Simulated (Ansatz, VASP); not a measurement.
## Cross-check of PbF2 (Fluorocronite) between VASP and Ansatz

Wanted: the spread between two codes on one cell, functional and k mesh. The cell is taken from a series of VASP runs on this material, whose earlier steps may have relaxed, scaled or displaced it; both programs get it as it stands. Other levels of theory on this material are compared in a session of their own.

Program: Ansatz 0.2.0. Level of theory: plane waves, with VASP 6.6.1 beside it; band structure at PBE. Results are calculated unless marked as measured.

**1. Starting point**

Symmetry: Fm-3m, No. 225, cubic system. The conventional cell has a = 5.993 Å, b = 5.993 Å, c = 5.993 Å, α = 90.00°, β = 90.00°, γ = 90.00°. Nearest to Pb lie 8 F at 2.60 Å. Nearest to F lie 4 Pb at 2.60 Å. Farther neighbours and most contacts between anions are not listed.

**2. Ansatz: band structure, PBE**

Ansatz runs on its default PAW (the set named soft_2) files.

Levels along a path test the potential and the projectors away from the mesh points.

Contents of input.yaml:

```yaml
crystal:
  lattice:
    - [0.0, 2.996478699, 2.996478699]
    - [2.996478699, 0.0, 2.996478699]
    - [2.996478699, 2.996478699, 0.0]
  atoms:
    - { symbol: Pb, position: [0.0, 0.0, 0.0] }
    - { symbol: F, position: [0.25, 0.25, 0.25] }
    - { symbol: F, position: [0.75, 0.75, 0.75] }
hamiltonian:
  xc: pbe
  pseudopotentials: { kind: paw }
kpoints:
  mp_grid: { grid: [7, 7, 7] }
  band_path:
    path:
      - [0.0, 0.0, 0.0]
      - [0.16667, 0.0, 0.16667]
      - [0.33333, 0.0, 0.33333]
      - [0.5, 0.0, 0.5]
      - [0.5, 0.08333, 0.58333]
      - [0.5, 0.18333, 0.68333]
      - [0.5, 0.25, 0.75]
      - [0.45, 0.3, 0.75]
      - [0.40833, 0.34167, 0.75]
      - [0.35, 0.35, 0.7]
      - [0.225, 0.225, 0.45]
      - [0.075, 0.075, 0.15]
      - [0.03333, 0.03333, 0.03333]
      - [0.23333, 0.23333, 0.23333]
      - [0.4, 0.4, 0.4]
      - [0.51667, 0.46667, 0.51667]
      - [0.55833, 0.38333, 0.55833]
      - [0.60833, 0.28333, 0.60833]
      - [0.60833, 0.25, 0.64167]
      - [0.55833, 0.25, 0.69167]
      - [0.51667, 0.25, 0.73333]
      - [0.5, 0.3, 0.7]
      - [0.5, 0.38333, 0.61667]
      - [0.5, 0.48333, 0.51667]
      - [0.475, 0.475, 0.55]
      - [0.425, 0.425, 0.65]
      - [0.38333, 0.38333, 0.73333]
      - [0.59167, 0.18333, 0.59167]
      - [0.55, 0.1, 0.55]
      - [0.5, 0.0, 0.5]
    npoints: 1
scf:
  occupations: { method: gaussian, width: 0.05 }
  n_extra_bands: 7
output:
  forces: true
  stress: true
  eigenvalues: true
```

The run is started by

```console
> ansatz run input.yaml --threads 2 --pin off --max-ram 4608MiB --backend cpu --events-out ev --progress --plain --runs-dir out
```

Numbers of over 12 decimals in the logs are rounded to 6 here.

Output:

```text
scf.n_extra_bands = 7 over 14 filled bands (N_el = 28.0): the run solves 21 bands
Engine: ansatz 0.2.0, aarch64-unknown-linux-gnu
Pseudopotentials: kind: paw
Pseudopotential: Pb, paw, valence charge 14, recommended cutoff 420 eV (normal), Pb.paw.azcp
Pseudopotential: F, paw, valence charge 7, recommended cutoff 420 eV (normal), F.paw.azcp
Functional definition: PBE
  parameter kappa = 0.804
  parameter beta = 0.066725
  exchange = pbe_x(kappa = kappa, mu = beta*pi^2/3)
  correlation = pbe_c(beta = beta)
Crystal: 3 atoms, lattice volume = 53.810 Å³
Basis set: ecut = 420 eV, 1067 PW (Γ), exchange–correlation on 60×60×60 points (8 copies of the dense FFT grid, shifted against one another)
Bands: 21, of which v1, the nominal top of the filled ones, is band 14 counted from 1 (13 counted from 0)
Symmetry: 48 space group operations
Space group: Fm-3m (ITA 225), of the structure as read, at distance tolerance 3.8e-5 Å
k-points: 20 of 343
Non-local potential: Pb, projectors of the file, l = 0: 2, l = 1: 2, l = 2: 2, l = 3: 2
Non-local potential: F, projectors of the file, l = 0: 2, l = 1: 2, l = 2: 1
PAW form: soft (Blöchl's): semilocal exchange-correlation on the pseudo side does not see the compensation charge
PAW one-centre angular grid: Pb, 590 points (default); XC on 64 Gauss nodes
PAW one-centre angular grid: F, 110 points (default); XC on 64 Gauss nodes
Initial density: superposition of atomic densities (neutral atoms: chi_scale 0, normalization atom), corrected by the library's trained network
Initial wavefunctions: pseudopotential atomic-orbital guess
Functional: x = pbe(κ = 0.804, μ = 0.219515), c = pbe(β = 0.066725)
SCF iter   1: F=—  HF=-13524.712407 eV  |F-HF|=—  |Δ(HF+E_count)|=         —  Δρ=4.72e-4  dr2=5.23e-5  ethr=1.77e-3  ⟨swp⟩=6.1  Hψ=2175  notcnv=0  defer=3
preconditioner: auto → none  [insulator: Δε(μ)=4.463 eV  Ē_g=20.249 eV  σ=0.050 eV  W_gap=1.00  n_scr=14 (ndim 8)  ℏωp=26.8 eV  f_vac=0.138  D(μ)=0.00/eV (n_scr^D=0)  ε∞_Penn≈2.7]
SCF iter   2: F=—  HF=-13524.711413 eV  |F-HF|=—  |Δ(HF+E_count)|=   9.95e-4  Δρ=4.22e-4  dr2=4.13e-5  ethr=1.87e-7  ⟨swp⟩=2.9  Hψ=980  notcnv=0  defer=16
SCF iter   3: F=—  HF=-13524.711424 eV  |F-HF|=—  |Δ(HF+E_count)|=   1.17e-5  Δρ=2.04e-4  dr2=4.25e-6  ethr=1.48e-7  ⟨swp⟩=2.4  Hψ=539  notcnv=0  defer=16
SCF iter   4: F=—  HF=-13524.711472 eV  |F-HF|=—  |Δ(HF+E_count)|=   4.73e-5  Δρ=9.11e-5  dr2=1.24e-6  ethr=1.52e-8  ⟨swp⟩=2.0  Hψ=606  notcnv=0  defer=16
SCF iter   5: F=—  HF=-13524.711481 eV  |F-HF|=—  |Δ(HF+E_count)|=   9.62e-6  Δρ=4.20e-5  dr2=5.53e-7  ethr=4.43e-9  ⟨swp⟩=2.0  Hψ=646  notcnv=0  defer=16
SCF iter   6: F=-13524.711481 eV  HF=-13524.711481 eV  |F-HF|=1.27e-8  |Δ(HF+E_count)|=   2.42e-7  Δρ=8.03e-6  dr2=1.63e-8  ethr=3.57e-10  ⟨swp⟩=7.3  Hψ=2128  notcnv=0
SCF 1 converged in 6 iterations: F = -13524.711481 eV  dr2 = 1.63e-8
  greatest PAW one-centre occupation: 0.984 electrons in one spin orbital (limit 2), on the Pb atom at site 0 (counted from 0), in its partial waves of l = 2
NSCF: frozen V_eff on 30 k-points
SCF converged after 6 iterations
Free energy (F): -13524.711481 eV
Harris-Foulkes:  -13524.711481 eV  (|F-HF|=1.27e-8)
Internal energy: -13524.711481 eV  (E = F + TS)
E sigma→0 (E₀):  -13524.711481 eV
Fermi energy:    6.754820 eV
--- Per-component energies (eV) ---
  E_band       = -133.224690
  E_kinetic    = 697.493094
  E_local      = -2289.963358  (includes V_loc(G=0)·N_el)
  E_nonlocal   = 496.877840
  E_hartree    = 879.349925
  E_xc         = -381.461697
  E_vxc        = -337.881706  (∫ρ·V_xc dr)
  E_paw        = -10801.646382  (= ΣΔE_a)
  E_vpaw       = -458.452654  (= ΣTr[D̂ρ^β])
  E_aug_tail   = 0.004122  (compensation charges beyond the density's cutoff)
  E_ewald      = -2125.365025
  E_smearing   = -0.000000  (= −TS)
  E_closure    = 0.000000  (closes the sum)
  Σ components = -13524.711481   (vs F -13524.711481, Δ=0.00e0)
--- Forces (eV/Å), atoms counted from 1 ---
  atom   1  Pb    -0.00000000     0.00000000     0.00000000
  atom   2  F      0.00000000     0.00000000     0.00000000
  atom   3  F     -0.00000000     0.00000000    -0.00000000
  max |Σ_I F_I| component: 1.85e-17 eV/Å
--- Stress (GPa, compression-positive) ---
        0.262569      -0.000000      -0.000000
        0.000000       0.262569       0.000000
        0.000000      -0.000000       0.262569
  P = ⅓ Tr σ = 0.2626 GPa (2.626 kbar)
--- Band table (eV; the first three rows and the last of 20) ---
  k-point 0: bands = [... 10 lower, 2.2583, 2.7454, 2.7454, 2.7454, 11.2687, 11.2687, 11.2687, 15.0866, ... 3 higher]
  k-point 1: bands = [... 10 lower, 2.2233, 2.7141, 2.7141, 3.2017, 10.6394, 11.4208, 11.4208, 16.1667, ... 3 higher]
  k-point 2: bands = [... 10 lower, 2.1463, 2.6423, 2.6423, 3.9450, 9.8966, 11.7676, 11.7676, 17.4629, ... 3 higher]
  k-point 19: bands = [... 10 lower, 2.2865, 3.0570, 3.1608, 4.5206, 10.2781, 10.7586, 12.0742, 14.7156, ... 3 higher]
```

It took 1.5 s on 2 threads of Arm Neoverse V2, shared host; peak memory 0.3 GiB.

In the SCF lines HF is the Harris–Foulkes energy and dr2 the Hartree energy of the density residual, in eV; the loop may stop once dr2 is under the threshold and the program's other checks hold. Hψ counts applications of the Hamiltonian.

**3. VASP: band structure, PBE**

The same cell, functional, mesh and smearing now go to VASP, with its own data sets and cutoff.

Lines of VASP's logs that name or quote its potential files are left out, and so is its time.

Contents of INCAR:

```
SYSTEM = PbF2
PREC = Accurate
ENCUT = 520
EDIFF = 1E-06
NELM = 100
ISMEAR = 0
SIGMA = 0.05
LREAL = .FALSE.
ALGO = Normal
GGA = PE
NBANDS = 27
LORBIT = 11
LWAVE = .FALSE.
LCHARG = .FALSE.
KPAR = 2
```

Contents of POSCAR:

```
PbF2
1.0
    0.0000000000      2.9964786990      2.9964786990
    2.9964786990      0.0000000000      2.9964786990
    2.9964786990      2.9964786990      0.0000000000
Pb F
1 2
Direct
    0.0000000000      0.0000000000      0.0000000000
    0.2500000000      0.2500000000      0.2500000000
    0.7500000000      0.7500000000      0.7500000000
```

Contents of KPOINTS:

```
Automatic mesh
0
Gamma
7 7 7
0 0 0
```

Contents of KPOINTS_OPT:

```
Line mode
16
Line-mode
Reciprocal
  0.00000000   0.00000000   0.00000000 GAMMA
  0.50000000   0.00000000   0.50000000 X

  0.50000000   0.00000000   0.50000000 X
  0.50000000   0.25000000   0.75000000 W

  0.50000000   0.25000000   0.75000000 W
  0.37500000   0.37500000   0.75000000 K

  0.37500000   0.37500000   0.75000000 K
  0.00000000   0.00000000   0.00000000 GAMMA

  0.00000000   0.00000000   0.00000000 GAMMA
  0.50000000   0.50000000   0.50000000 L

  0.50000000   0.50000000   0.50000000 L
  0.62500000   0.25000000   0.62500000 U

  0.62500000   0.25000000   0.62500000 U
  0.50000000   0.25000000   0.75000000 W

  0.50000000   0.25000000   0.75000000 W
  0.50000000   0.50000000   0.50000000 L

  0.50000000   0.50000000   0.50000000 L
  0.37500000   0.37500000   0.75000000 K

  0.62500000   0.25000000   0.62500000 U
  0.50000000   0.00000000   0.50000000 X
```

Potentials, in the order of the species: Pb_d and F (PBE family, release 64).

The run is started by

```console
> mpirun -np 2 vasp_std
```

Output:

```text
[banner, memory and clock lines left out]
running    2 mpi-ranks, on    1 nodes
 distrk:  each k-point on    1 cores,    2 groups
 distr:  one band on    1 cores,    1 groups

 POSCAR found type information on POSCAR PbF
 POSCAR found :  2 types and       3 ions
 LDA part: xc-table for (Slater+PW92), standard interpolation
 POSCAR, INCAR and KPOINTS ok, starting setup
 FFT: planning ... GRIDC
 FFT: planning ... GRID_SOFT
 FFT: planning ... GRID
 WAVECAR not read
 entering main loop
       N       E                     dE             d eps       ncg     rms          rms(c)
DAV:   1     0.297184972139E+03    0.29718E+03   -0.13760E+04  1080   0.117E+03
DAV:   2     0.110277650320E+02   -0.28616E+03   -0.25964E+03  1137   0.359E+02
DAV:   3    -0.156263785627E+02   -0.26654E+02   -0.26339E+02  1271   0.114E+02
DAV:   4    -0.163336282727E+02   -0.70725E+00   -0.70663E+00  1260   0.191E+01
DAV:   5    -0.163549897125E+02   -0.21361E-01   -0.21359E-01  1414   0.344E+00    0.808E+00
DAV:   6    -0.143661062126E+02    0.19889E+01   -0.74416E+00  1490   0.181E+01    0.273E+00
DAV:   7    -0.143592879695E+02    0.68182E-02   -0.43947E-01  1201   0.325E+00    0.160E+00
DAV:   8    -0.143539473115E+02    0.53407E-02   -0.11249E-01  1152   0.286E+00    0.617E-01
DAV:   9    -0.143496109296E+02    0.43364E-02   -0.18083E-02  1402   0.817E-01    0.109E-01
DAV:  10    -0.143508385353E+02   -0.12276E-02   -0.17369E-03  1134   0.327E-01    0.447E-02
DAV:  11    -0.143507773662E+02    0.61169E-04   -0.14837E-04  1245   0.978E-02    0.150E-02
DAV:  12    -0.143507852068E+02   -0.78406E-05   -0.38484E-05  1187   0.483E-02    0.762E-03
DAV:  13    -0.143507863743E+02   -0.11675E-05   -0.39641E-06  1185   0.156E-02    0.811E-04
DAV:  14    -0.143507864302E+02   -0.55911E-07   -0.12190E-07   961   0.242E-03
   1 F= -.14350786E+02 E0= -.14350786E+02  d E =-.256997E-12
 Start KPOINTS_OPT (optional k-point list driver)
k-point batch [1-20\160]
       N       E                     dE             ncg
DAV:   1     0.171631729052E+04   -0.98234E+04     1089
DAV:   2    -0.380210205974E+04   -0.55184E+04     1156
DAV:   3    -0.434137650300E+04   -0.53927E+03     1264
DAV:   4    -0.435614045985E+04   -0.14764E+02     1317
DAV:   5    -0.435654584690E+04   -0.40539E+00     1387
DAV:   6    -0.435656375917E+04   -0.17912E-01     1407
DAV:   7    -0.435656460138E+04   -0.84221E-03     1496
DAV:   8    -0.435656463139E+04   -0.30005E-04     1236
DAV:   9    -0.435656463215E+04   -0.76108E-06      868
[...]
k-point batch [141-160\160]
       N       E                     dE             ncg
DAV:   1     0.173314533611E+04   -0.17174E+05     1088
DAV:   2    -0.377042873231E+04   -0.55036E+04     1113
DAV:   3    -0.434159392682E+04   -0.57117E+03     1325
DAV:   4    -0.435730415786E+04   -0.15710E+02     1389
DAV:   5    -0.435774323151E+04   -0.43907E+00     1460
DAV:   6    -0.435775997574E+04   -0.16744E-01     1468
DAV:   7    -0.435776105303E+04   -0.10773E-02     1631
DAV:   8    -0.435776106200E+04   -0.89639E-05     1228
DAV:   9    -0.435776106219E+04   -0.19216E-06     1053
```

From OUTCAR (step 3):

```text
ion  position               nearest neighbor table
   1  0.000  0.000  0.000-   3 2.60   3 2.60   3 2.60   2 2.60   2 2.60   2 2.60   3 2.60   2 2.60

  LATTYP: Found a face centered cubic cell.
 ALAT       =     5.9929573980

 Subroutine GETGRP returns: Found 48 space group operations
 (whereof 48 operations were pure point group operations)

The static configuration has the point symmetry O_h .

 Found     20 irreducible k-points:

   k-points           NKPTS =     20   k-points in BZ     NKDIM =     20   number of bands    NBANDS=     27

   dimension x,y,z NGX =    32 NGY =   32 NGZ =   32
   dimension x,y,z NGXF=    64 NGYF=   64 NGZF=   64

   ENCUT  =  520.0 eV  38.22 Ry    6.18 a.u.   7.88  7.88  7.88*2*pi/ulx,y,z

   NELECT =      28.0000    total number of electrons

 k-points in reciprocal lattice and weights: Automatic mesh
   0.00000000  0.00000000  0.00000000       0.003
   0.14285714  0.00000000  0.00000000       0.023
   0.28571429  0.00000000  0.00000000       0.023
   0.42857143  0.00000000  0.00000000       0.023
   0.14285714  0.14285714  0.00000000       0.017
   0.28571429  0.14285714  0.00000000       0.070
   0.42857143  0.14285714  0.00000000       0.070
  -0.42857143  0.14285714  0.00000000       0.070
  -0.28571429  0.14285714  0.00000000       0.070
[...]
-0.42857143  0.42857143  0.14285714       0.070
  -0.28571429  0.42857143  0.14285714       0.070

 average (electrostatic) potential at core
       1 -93.4434       2 -75.4954       3 -75.4954

 E-fermi :   1.7210

 k-point     1 :       0.0000    0.0000    0.0000
  band No.  band energies     occupation
    ...
     10      -0.7723      2.00000
     11      -0.7723      2.00000
     12      -0.2843      2.00000
     13      -0.2843      2.00000
     14      -0.2843      2.00000
     15       8.2285      0.00000
     16       8.2285      0.00000
     17       8.2285      0.00000
     18      12.0438      0.00000
     19      16.5681      0.00000
    ...

 k-point     2 :       0.1429    0.0000    0.0000
  band No.  band energies     occupation
    ...
     10      -0.8076      2.00000
     11      -0.8076      2.00000
     12      -0.3162      2.00000
     13      -0.3162      2.00000
     14       0.1697      2.00000
     15       7.5990      0.00000
     16       8.3809      0.00000
     17       8.3809      0.00000
     18      13.1256      0.00000
     19      16.0581      0.00000
    ...

 k-point     3 :       0.2857    0.0000    0.0000
  band No.  band energies     occupation
    ...
     10      -0.8846      2.00000
     11      -0.8846      2.00000
     12      -0.3879      2.00000
     13      -0.3879      2.00000
     14       0.9111      2.00000
     15       6.8572      0.00000
     16       8.7284      0.00000
     17       8.7284      0.00000
     18      14.4245      0.00000
     19      15.4669      0.00000
    ...

  Total        0.0191980      0.0191980      0.0191980      0.0000000      0.0000000      0.0000000
  in kB        0.5716146      0.5716146      0.5716146      0.0000000      0.0000000      0.0000000
  external PRESSURE =       0.5716146 kB  Pullay stress =       0.0000000 kB

  energy-cutoff  :      520.00
  volume of cell :       53.81
      direct lattice vectors                 reciprocal lattice vectors
     0.000000000  2.996478699  2.996478699    -0.166862524  0.166862524  0.166862524
     2.996478699  0.000000000  2.996478699     0.166862524 -0.166862524  0.166862524
     2.996478699  2.996478699  0.000000000     0.166862524  0.166862524 -0.166862524

 POSITION                                       TOTAL-FORCE (eV/Angst)
 -----------------------------------------------------------------------------------
      0.00000      0.00000      0.00000         0.000000     -0.000000     -0.000000
      1.49824      1.49824      1.49824        -0.000000     -0.000000     -0.000000
      4.49472      4.49472      4.49472         0.000000      0.000000      0.000000
 -----------------------------------------------------------------------------------
    total drift:                                0.000000     -0.000000      0.000000

  FREE ENERGIE OF THE ION-ELECTRON SYSTEM (eV)
  ---------------------------------------------------
  free  energy   TOTEN  =       -14.3507864302 eV

  energy  without entropy=      -14.3507864302  energy(sigma->0) =      -14.35078643

 total charge
# of ion       s       p       d       tot
------------------------------------------
    1        1.551   0.274   9.862  11.688
    2        1.741   4.320   0.000   6.062
    3        1.741   4.320   0.000   6.062
--------------------------------------------------
tot          5.034   8.915   9.862  23.811

[... 3 further parts left out ...]
```

The run ends at a pressure of 0.06 GPa.

**4. Comparison**

Known differences besides the potentials themselves: the cutoff is 420 eV in Ansatz and 520 eV in VASP; VASP leaves aspherical gradient terms in its spheres out (LASPH is not set), Ansatz keeps them. Total energies have different zeros and are not compared.

The two programs side by side:

```
                                        quantity  Ansatz   VASP  difference
                                  pressure (GPa)    0.26   0.06       +0.21
pressure without Ansatz's Pulay correction (GPa)   -0.20   0.06       -0.25
                   gap over the path points (eV)   4.422  4.419      +0.003
```

Levels at points of the path, from each program's valence-band top (eV; 4 filled, then empty):

```
k (reciprocal lattice)                                  Ansatz                                    VASP
     0.000 0.000 0.000  -2.27 -1.78 -1.78 -1.78 6.74 6.74 6.74  -2.26 -1.77 -1.77 -1.77 6.74 6.74 6.74
     0.167 0.000 0.167  -2.06 -1.65 -1.65 -1.31 5.69 7.04 7.04  -2.06 -1.64 -1.64 -1.30 5.69 7.03 7.03
     0.333 0.000 0.333  -1.62 -1.47 -1.47 -0.51 4.67 7.55 7.55  -1.61 -1.46 -1.46 -0.51 4.67 7.55 7.55
     0.500 0.000 0.500  -1.39 -1.39 -1.38 -0.14 4.42 7.78 7.78  -1.38 -1.38 -1.37 -0.14 4.42 7.78 7.78
     0.500 0.083 0.583  -1.55 -1.41 -1.36 -0.10 4.64 7.50 7.66  -1.54 -1.40 -1.35 -0.11 4.64 7.50 7.66
     0.500 0.183 0.683  -2.06 -1.43 -1.33 -0.02 5.37 6.67 7.47  -2.05 -1.42 -1.32 -0.02 5.37 6.67 7.47
     0.500 0.250 0.750   -2.46 -1.44 -1.33 0.00 6.01 6.01 7.42   -2.45 -1.43 -1.32 0.00 6.01 6.01 7.43
     0.450 0.300 0.750  -2.16 -1.45 -1.35 -0.01 5.57 6.42 7.51  -2.15 -1.44 -1.34 -0.01 5.57 6.42 7.52
     0.408 0.342 0.750  -1.95 -1.50 -1.38 -0.03 5.35 6.59 7.69  -1.94 -1.49 -1.37 -0.03 5.35 6.59 7.70
     0.350 0.350 0.700  -2.02 -1.59 -1.40 -0.02 5.59 6.32 7.75  -2.01 -1.58 -1.39 -0.02 5.59 6.32 7.75
```

Among the levels compared at these points, filled levels agree within 10 meV and empty ones within 3 meV. Ansatz's pressure holds a Pulay correction of 0.46 GPa; VASP's holds none.

**5. Results**

* difference in gap over the path points (band structure, PBE): 0.0034 eV

**Reading.** The difference in gap over the path points is 0.0034 eV (band structure, PBE), within the 0.08 eV picked in this series as the mark of a large difference. 6 further runs of this series are not shown here. Such differences can come from data sets, numerical settings and the points named under the comparisons, not from the functional's error against experiment.

[Lines on the potential files, build, host, timing and source positions are cut from VASP's logs without a mark.]

[Logs are printed without paths, hosts, clocks, repeated set-up lines and the standing remarks that a program may print on its own settings, such as how far it seeks lower states.]

[Hosts, paths, dates, database ids (printed as entryN), source tags and the programs' standing remarks are cut or masked in the printed files.]
